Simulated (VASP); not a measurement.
Given:

```xyz
2
Lattice="0.0000 2.8290 2.8290 2.8290 0.0000 2.8290 2.8290 2.8290 0.0000" Properties=species:S:1:pos:R:3 pbc="T T T"
Ge     0.0000     0.0000     0.0000
Ge     1.4145     1.4145     1.4145
```

The numbers are results of PBE GGA, VASP's PBE PAW potentials (set 64) (plane waves; VASP), not measurements. Run with 400 eV cut-off, 7×7×7 Γ-centred mesh, Gaussian smearing of 0.050 eV, potentials Ge_d.

Energy and stress use the plane-wave basis of the starting cell.

**Question.** The ions, cell shape and volume are relaxed. Give the cell that the relaxation ends in.

**Answer.** 
```xyz
2
Lattice="0.0000 2.8743 2.8743 2.8743 0.0000 2.8743 2.8743 2.8743 0.0000" Properties=species:S:1:pos:R:3 pbc="T T T"
Ge     0.0000     0.0000     0.0000
Ge     1.4372     1.4372     1.4372
```
Space group Fd-3m (227), at a tolerance of 0.03 Å.

**Question.** How do energy and volume change from the first to the last step?

**Answer.** The energy (σ→0) changes by -11.1 meV/atom and the volume by +4.9 %, in 5 ionic steps.

The compound is Ge in the diamond structure. This run relaxes it. Symmetry was kept, so distortions that lower it aren't found.
